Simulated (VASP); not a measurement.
Consider the following.

```xyz
1
Lattice="3.0158 0.0000 0.0000 0.0000 3.0158 0.0000 0.0000 0.0000 3.0158" Properties=species:S:1:pos:R:3 pbc="T T T"
In     0.0000     0.0000     0.0000
```

Level of theory: PBEsol GGA, VASP's PBE PAW potentials (set 64) (plane waves; VASP). Numerical set-up: 400 eV cut-off, Gaussian smearing of 0.050 eV, potentials In_d.

Problem. Give the energies of bands 6 to 9 at the high-symmetry points, in eV from the Fermi level.

Solution. 
```csv
band,Γ,X,M,R
6,-9.27,-5.46,-1.50,2.15
7,7.45,-3.55,-0.68,2.15
8,7.45,10.65,-0.68,2.15
9,7.45,10.65,3.89,3.18
```

It has no gap at this level: it comes out as a metal or semimetal.

The structure was generated: In was put into the simple-cubic type (Pm-3m), which need not be its known phase. It was relaxed first, which changed the volume by -7 %.
